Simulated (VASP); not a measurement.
Level of theory: PBE GGA, VASP's PBE PAW potentials (set 64) (plane waves; VASP 6.6.1).

VASP ran on this input.

File POSCAR:
```
Ga31As32
1.0
 11.5222104212   0.0000000000   0.0000000000
  0.0000000000  11.5222104212   0.0000000000
  0.0000000000   0.0000000000  11.5222104212
Ga As
31 32
Cart
  5.7311474635   0.0001152221  -0.0002534886
  8.6366686988   2.8651358878  -0.0254525628
  8.6692419876  -0.0282178933   2.8927315817
  0.0029266414   0.0123863762  -0.0069478929
  2.9075030555   2.8991379307   0.0295775142
  5.7702538457   5.7831817658   0.0288055261
  8.6665112238   8.6574547664  -0.0093675571
  2.8792045067  -0.0039405960   2.9032167932
  5.7871223617   2.8523808008   2.8895514516
  8.6134284004   5.7408837313   2.8985733424
  5.7601603893   0.0120983209   5.7795292251
  8.6340185904   2.8621746797   5.7514841649
  8.6241786227  -0.0173409267   8.6252847549
 -0.0003456663   5.7568304705   0.0143681964
  2.8637186559   8.6195582163   0.0070285484
  0.0024196642   2.8676592518   2.8562637857
  2.8805641275   5.7356296034   2.8983774648
  5.7866269067   8.6427293815   2.8581303838
 -0.0146216850   0.0046434508   5.7497212667
  2.8817970040   2.9052101356   5.7458037152
  8.6359312773   8.6133016561   5.7774552272
  2.9091622538  -0.0117180880   8.6318063260
  5.7852096748   2.8938031473   8.6527997934
  8.6617755953   5.7454926155   8.6541248476
  0.0236090092   8.6159748089   2.8991264085
 -0.0132966308   5.7832278546   5.7414367974
  2.8790892846   8.6693456875   5.7827208774
 -0.0014172319   2.8949092795   8.6328663693
  2.8916369717   5.7547219060   8.6194314720
  5.7845644310   8.6464740999   8.6219548361
 -0.0182857479   8.6664190461   8.6400447064
  7.1789823362   1.4183841028   1.4230621203
 10.0724859060   4.3004461177   1.4634359456
 10.0863816918   1.4646227333   4.3310375864
  1.4521672238   1.4601521156   1.4381792604
  4.3006189509   4.3221193955   1.4675378525
  7.1821394218   7.1856652182   1.4631248459
 10.0796988097  10.0886976561   1.4400458584
  4.3017020387   1.4517524242   4.3332844174
  7.2098272935   4.3184898992   4.2934867026
 10.0612978397   7.1792819137   4.3118300616
  7.1871170167   1.4653255881   7.1721957543
 10.0785120221   4.3207136858   7.1961389075
 10.0959451264   1.4351373968  10.0870615022
  1.4437099214   7.1893062367   1.4690818287
  4.3203334529  10.0625537606   1.4163792382
  1.4397001921   4.3289059775   4.2925649258
  4.3366143362   7.1868404837   4.2964133441
  7.1776803264  10.1028354083   4.3236518495
  1.4581126844   1.4398499809   7.2298413730
  4.3221424399   4.3211860965   7.2205314270
  7.1752721844   7.2219486589   7.2199898831
 10.0928802185  10.1075595145   7.2050686206
  4.3349551379   1.4525935456  10.0957262044
  7.2223749806   4.3297125322  10.0698588420
 10.0841348607   7.1940879541  10.0622772276
  1.4514989356  10.0796066320   4.3308647532
  1.4451501977   7.1991577266   7.2119819468
  4.3452099052  10.0529096705   7.1803650014
  1.4442168986   4.2930258142  10.0905296875
  4.3157130465   7.2159686316  10.0870960688
  7.2069928297  10.0546380021  10.0968208144
  1.4367044174  10.0596732080  10.1007614104
```

### INCAR
```
SYSTEM  =  Ga31As32
PREC  =  Normal; ENCUT  =  400; LREAL  =  Auto
LASPH  =  .TRUE.; ISYM  =  0; NELECT  =  254.0
EDIFF  =  1E-5; NELM  =  100; NELMIN  =  4
ALGO  =  Fast; LMAXMIX  =  4
ISMEAR  =  0; SIGMA  =  0.05
GGA  =  PE
IBRION  =  2; NSW  =  60; ISIF  =  2
EDIFFG  =  -0.03
LWAVE  =  .FALSE.; LCHARG  =  .FALSE.
```

File KPOINTS:
```
kpoints
0
Gamma
1 1 1
```

POTCAR, in this order: Ga As (PBE.64 set). Program: vasp_gam.

The resulting files:

### OSZICAR
```
...
RMM:   8    -0.250979647524E+03    0.22620E-04   -0.86285E-05   306   0.159E-02    0.193E-02
RMM:   9    -0.250979651512E+03   -0.39885E-05   -0.84500E-05   300   0.128E-02
   2 F= -.25097965E+03 E0= -.25092439E+03  d E =-.269629E+00
       N       E                     dE             d eps       ncg     rms          rms(c)
DAV:   1    -0.251009029164E+03   -0.29382E-01   -0.23405E+00   352   0.286E+00    0.619E-01
RMM:   2    -0.251024076006E+03   -0.15047E-01   -0.17463E-01   320   0.753E-01    0.290E-01
RMM:   3    -0.251025758255E+03   -0.16822E-02   -0.24770E-02   327   0.294E-01    0.257E-01
RMM:   4    -0.251024947496E+03    0.81076E-03   -0.47637E-03   338   0.121E-01    0.124E-01
RMM:   5    -0.251024807427E+03    0.14007E-03   -0.10829E-03   324   0.602E-02    0.741E-02
RMM:   6    -0.251024748746E+03    0.58681E-04   -0.84692E-04   321   0.454E-02    0.248E-02
RMM:   7    -0.251024759080E+03   -0.10335E-04   -0.12528E-04   324   0.195E-02    0.221E-02
RMM:   8    -0.251024752933E+03    0.61471E-05   -0.26454E-05   214   0.881E-03
   3 F= -.25102475E+03 E0= -.25097052E+03  d E =-.314730E+00
       N       E                     dE             d eps       ncg     rms          rms(c)
DAV:   1    -0.251078320475E+03   -0.53561E-01   -0.12913E+00   336   0.197E+00    0.423E-01
RMM:   2    -0.251083077762E+03   -0.47573E-02   -0.67625E-02   320   0.459E-01    0.145E-01
RMM:   3    -0.251084104803E+03   -0.10270E-02   -0.11130E-02   326   0.187E-01    0.155E-01
RMM:   4    -0.251083961919E+03    0.14288E-03   -0.19113E-03   342   0.748E-02    0.957E-02
RMM:   5    -0.251083914678E+03    0.47241E-04   -0.40571E-04   324   0.362E-02    0.635E-02
RMM:   6    -0.251083888172E+03    0.26506E-04   -0.35494E-04   321   0.299E-02    0.147E-02
RMM:   7    -0.251083889466E+03   -0.12944E-05   -0.43321E-05   238   0.119E-02
   4 F= -.25108389E+03 E0= -.25103247E+03  d E =-.591365E-01
       N       E                     dE             d eps       ncg     rms          rms(c)
DAV:   1    -0.251100472362E+03   -0.16584E-01   -0.81499E+00   320   0.495E+00    0.926E-01
RMM:   2    -0.251136575185E+03   -0.36103E-01   -0.44433E-01   320   0.117E+00    0.369E-01
RMM:   3    -0.251143381221E+03   -0.68060E-02   -0.68830E-02   329   0.473E-01    0.277E-01
RMM:   4    -0.251143708647E+03   -0.32743E-03   -0.11205E-02   340   0.182E-01    0.208E-01
RMM:   5    -0.251143317693E+03    0.39095E-03   -0.34547E-03   321   0.105E-01    0.677E-02
RMM:   6    -0.251143422325E+03   -0.10463E-03   -0.91686E-04   323   0.537E-02    0.302E-02
RMM:   7    -0.251143410116E+03    0.12209E-04   -0.17265E-04   331   0.226E-02    0.226E-02
RMM:   8    -0.251143416309E+03   -0.61931E-05   -0.26425E-04   321   0.216E-02    0.140E-02
RMM:   9    -0.251143403812E+03    0.12497E-04   -0.37124E-05   231   0.102E-02    0.470E-03
RMM:  10    -0.251143403795E+03    0.17044E-07   -0.12698E-05   200   0.510E-03
   5 F= -.25114340E+03 E0= -.25110146E+03  d E =-.118651E+00
       N       E                     dE             d eps       ncg     rms          rms(c)
DAV:   1    -0.251178920013E+03   -0.35516E-01   -0.17751E+00   336   0.209E+00    0.320E-01
RMM:   2    -0.251186728067E+03   -0.78081E-02   -0.92028E-02   320   0.453E-01    0.120E-01
RMM:   3    -0.251188468716E+03   -0.17406E-02   -0.15967E-02   334   0.190E-01    0.105E-01
RMM:   4    -0.251188522759E+03   -0.54043E-04   -0.17887E-03   332   0.711E-02    0.818E-02
RMM:   5    -0.251188431182E+03    0.91577E-04   -0.63109E-04   321   0.396E-02    0.337E-02
RMM:   6    -0.251188439375E+03   -0.81927E-05   -0.17708E-04   313   0.213E-02    0.138E-02
RMM:   7    -0.251188439282E+03    0.92976E-07   -0.29596E-05   219   0.927E-03
   6 F= -.25118844E+03 E0= -.25114855E+03  d E =-.450355E-01
       N       E                     dE             d eps       ncg     rms          rms(c)
DAV:   1    -0.251177057456E+03    0.11382E-01   -0.98205E+00   320   0.491E+00    0.871E-01
RMM:   2    -0.251221188386E+03   -0.44131E-01   -0.54774E-01   320   0.109E+00    0.271E-01
RMM:   3    -0.251231716464E+03   -0.10528E-01   -0.95975E-02   336   0.462E-01    0.262E-01
RMM:   4    -0.251231644953E+03    0.71511E-04   -0.10303E-02   326   0.171E-01    0.177E-01
RMM:   5    -0.251231489347E+03    0.15561E-03   -0.31090E-03   323   0.875E-02    0.763E-02
RMM:   6    -0.251231523879E+03   -0.34531E-04   -0.72243E-04   328   0.446E-02    0.337E-02
RMM:   7    -0.251231544085E+03   -0.20206E-04   -0.18803E-04   326   0.225E-02    0.128E-02
RMM:   8    -0.251231537797E+03    0.62880E-05   -0.85229E-05   262   0.136E-02
   7 F= -.25123154E+03 E0= -.25119308E+03  d E =-.881340E-01
       N       E                     dE             d eps       ncg     rms          rms(c)
DAV:   1    -0.251254070994E+03   -0.22527E-01   -0.67873E-01   352   0.150E+00    0.294E-01
RMM:   2    -0.251257563194E+03   -0.34922E-02   -0.47564E-02   320   0.387E-01    0.978E-02
RMM:   3    -0.251258273030E+03   -0.70984E-03   -0.80435E-03   339   0.157E-01    0.664E-02
RMM:   4    -0.251258261190E+03    0.11839E-04   -0.94032E-04   327   0.583E-02    0.394E-02
RMM:   5    -0.251258253982E+03    0.72080E-05   -0.30952E-04   322   0.315E-02    0.140E-02
RMM:   6    -0.251258255889E+03   -0.19063E-05   -0.61433E-05   260   0.144E-02
   8 F= -.25125826E+03 E0= -.25121976E+03  d E =-.267181E-01
       N       E                     dE             d eps       ncg     rms          rms(c)
DAV:   1    -0.251263104550E+03   -0.48506E-02   -0.50848E-01   320   0.130E+00    0.257E-01
RMM:   2    -0.251265765750E+03   -0.26612E-02   -0.36218E-02   320   0.337E-01    0.858E-02
RMM:   3    -0.251266318658E+03   -0.55291E-03   -0.61672E-03   340   0.137E-01    0.584E-02
RMM:   4    -0.251266310161E+03    0.84966E-05   -0.71377E-04   327   0.508E-02    0.349E-02
RMM:   5    -0.251266305119E+03    0.50425E-05   -0.24174E-04   322   0.278E-02    0.125E-02
RMM:   6    -0.251266306290E+03   -0.11713E-05   -0.46837E-05   248   0.127E-02
   9 F= -.25126631E+03 E0= -.25122775E+03  d E =-.347685E-01
       N       E                     dE             d eps       ncg     rms          rms(c)
DAV:   1    -0.251271357496E+03   -0.50524E-02   -0.27986E-01   360   0.982E-01    0.183E-01
RMM:   2    -0.251272874627E+03   -0.15171E-02   -0.18978E-02   320   0.247E-01    0.574E-02
RMM:   3    -0.251273177292E+03   -0.30267E-03   -0.31652E-03   340   0.101E-01    0.404E-02
RMM:   4    -0.251273175830E+03    0.14621E-05   -0.37306E-04   328   0.375E-02    0.263E-02
RMM:   5    -0.251273168866E+03    0.69640E-05   -0.15522E-04   324   0.219E-02    0.861E-03
RMM:   6    -0.251273168893E+03   -0.27112E-07   -0.24088E-05   211   0.949E-03
  10 F= -.25127317E+03 E0= -.25123445E+03  d E =-.686260E-02
       N       E                     dE             d eps       ncg     rms          rms(c)
DAV:   1    -0.251273565776E+03   -0.39691E-03   -0.75611E-02   360   0.511E-01    0.956E-02
RMM:   2    -0.251273986173E+03   -0.42040E-03   -0.52360E-03   320   0.130E-01    0.303E-02
RMM:   3    -0.251274070771E+03   -0.84598E-04   -0.87805E-04   340   0.531E-02    0.216E-02
RMM:   4    -0.251274070653E+03    0.11791E-06   -0.10429E-04   299   0.198E-02    0.145E-02
RMM:   5    -0.251274068060E+03    0.25930E-05   -0.45291E-05   251   0.117E-02
  11 F= -.25127407E+03 E0= -.25123525E+03  d E =-.776177E-02
       N       E                     dE             d eps       ncg     rms          rms(c)
DAV:   1    -0.251275678884E+03   -0.16082E-02   -0.59882E-02   328   0.456E-01    0.859E-02
RMM:   2    -0.251275954289E+03   -0.27540E-03   -0.37663E-03   320   0.112E-01    0.331E-02
RMM:   3    -0.251276012598E+03   -0.58310E-04   -0.66503E-04   343   0.465E-02    0.233E-02
RMM:   4    -0.251276011253E+03    0.13454E-05   -0.75265E-05   271   0.169E-02
  12 F= -.25127601E+03 E0= -.25123719E+03  d E =-.194319E-02
```

OUTCAR:
```
------------------------ aborting loop because EDIFF is reached ----------------------------------------
  FORCE on cell =-STRESS in cart. coord.  units (eV):
  Direction    XX          YY          ZZ          XY          YZ          ZX
  --------------------------------------------------------------------------------------
  Total        4.1462984      4.1304479      4.2240645      0.0387681      0.4241369     -0.3026175
  in kB        4.3427390      4.3261376      4.4241895      0.0406048      0.4442314     -0.3169548
  external PRESSURE =       4.3643554 kB  Pullay stress =       0.0000000 kB
  volume of cell :     1529.70
      direct lattice vectors                 reciprocal lattice vectors
    11.522210421  0.000000000  0.000000000     0.086788903  0.000000000  0.000000000
     0.000000000 11.522210421  0.000000000     0.000000000  0.086788903  0.000000000
     0.000000000  0.000000000 11.522210421     0.000000000  0.000000000  0.086788903
  FREE ENERGIE OF THE ION-ELECTRON SYSTEM (eV)
  ---------------------------------------------------
  free  energy   TOTEN  =      -251.2760112529 eV

  energy  without entropy=     -251.1983616318  energy(sigma->0) =     -251.23718644

 reached required accuracy - stopping structural energy minimisation
```
(Selected blocks of OUTCAR.)

**CONTCAR**
```
Ga31As32
   1.00000000000000
    11.5222104212000005    0.0000000000000000    0.0000000000000000
     0.0000000000000000   11.5222104212000005    0.0000000000000000
     0.0000000000000000    0.0000000000000000   11.5222104212000005
  Ga              As
    31    32
Direct
     0.4999683954037504    0.9988863821106059    0.9999451960266110
     0.7488371915261655    0.2500423749620231    0.9991833914753714
     0.7498245659432230    0.9984634999988595    0.2512443152072002
     0.0006661223089486    0.0001383654095175    0.9997504908245126
     0.2515100423388158    0.2507864293254278    0.0008833284304831
     0.5003706389059662    0.5002633504408474    0.0004810788464656
     0.7498107730272530    0.7487727364413819    0.0010006328442278
     0.2510477987877146    0.0004316775790323    0.2513232008212165
     0.5061214359527670    0.2536896037316731    0.2540052079148938
     0.7455395596467157    0.4940531432634603    0.2545459340543668
     0.4998166396959314    0.0003305507290032    0.5003077506792153
     0.7458459626622033    0.2543575396360182    0.4945183167926519
     0.7490440243678298    0.0007943513590317    0.7490627465154220
     0.9999672867969049    0.4993563122453429    0.0002388386307204
     0.2506543413206552    0.7484155141611480    0.9994524250387754
     0.0010213766800210    0.2507190816274074    0.2508861041381998
     0.2546648733608378    0.5046600657887184    0.2547083389557578
     0.4952381073157243    0.7456671260550376    0.2543648999002091
     0.0001958230898083    0.9999380231280759    0.5002377251425921
     0.2543362780533783    0.2543458168688552    0.5050799062239685
     0.7454464265931025    0.7455083265994461    0.5055847635231063
     0.2513764694388558    0.9992377511179155    0.7492842954601727
     0.4949104979903504    0.2545959868082011    0.7456249549155219
     0.7459690849412893    0.5052137586114933    0.7460363443252650
     0.9993853459049085    0.7485104976916689    0.2514495569355873
     0.9997812143478209    0.5002706694481287    0.5001842979839624
     0.2546786240043067    0.7457936104218308    0.4954666085108591
     0.9995064330833108    0.2510068526875735    0.7490288073314065
     0.2541341577198076    0.4946448132051064    0.7460579066739891
     0.5057300115022288    0.7454188564800421    0.7457411933328829
     0.0009906572068507    0.7492456603165516    0.7489216246144268
     0.6253226344452449    0.1239337430845660    0.1250067826390763
     0.8747175873370032    0.3744047302574790    0.1250427151378733
     0.8751832933594663    0.1249410797259672    0.3749633934840829
     0.1256395021228610    0.1252385690758794    0.1253189688839663
     0.3758501270848960    0.3752005372093300    0.1267738837917515
     0.6249856976375701    0.6246058070501610    0.1268588246802844
     0.8753812747302444    0.8746137763071823    0.1252740108800345
     0.3754336981714668    0.1265864821112834    0.3752726174937334
     0.6142993487487353    0.3851073859477842    0.3853994015021719
     0.8729425544724002    0.6244064414776320    0.3755298387308151
     0.6246395781209876    0.1268606441123984    0.6245606822929008
     0.8734637990734619    0.3754210202659721    0.6247035320995282
     0.8749180237588742    0.1251408003284855    0.8746127755004152
     0.1249817129222253    0.6246317554894316    0.1254070787521452
     0.3745457099239736    0.8745438708297211    0.1251664744343043
     0.1263779300011965    0.3754161543744299    0.3755565754136386
     0.3851761552274517    0.6151690156376245    0.3852845755902873
     0.6245209346733095    0.8734991896322796    0.3758078767156706
     0.1252871492794290    0.1249597078244447    0.6252440148768919
     0.3846439756276155    0.3854731701610588    0.6149339232031004
     0.6147480188999934    0.6143036486075423    0.6149414309243527
     0.8748785992489679    0.8750154033208168    0.6252037132317013
     0.3751803532246909    0.1249623140432331    0.8750396434994101
     0.6246298483808257    0.3753782306213707    0.8736750776596643
     0.8753928284382718    0.6250867854963852    0.8749481400766784
     0.1251223201673693    0.8747195774352746    0.3751933907673026
     0.1266772407717737    0.6245757707567495    0.6247513702682683
     0.3757459166780344    0.8735264899938165    0.6249531306568534
     0.1251605539423546    0.3746613400876878    0.8752298929597272
     0.3754384964648556    0.6245744037004931    0.8736411599302482
     0.6255105644151459    0.8745754337719360    0.8750590135289636
     0.1254924127318318    0.8746689930121595    0.8746929083241191
```

The cell is charged, with a uniform compensating background. The supercell is sampled at Γ alone, which is coarse: total energies, pressure and levels can be off, energies of defects by several tenths of an eV.

The cell is a supercell with a defect, built from GaAs (zinc blende): Ga into a Ga vacancy, charge -1. The run is not spin-polarised, so no state with unpaired spins was tried.
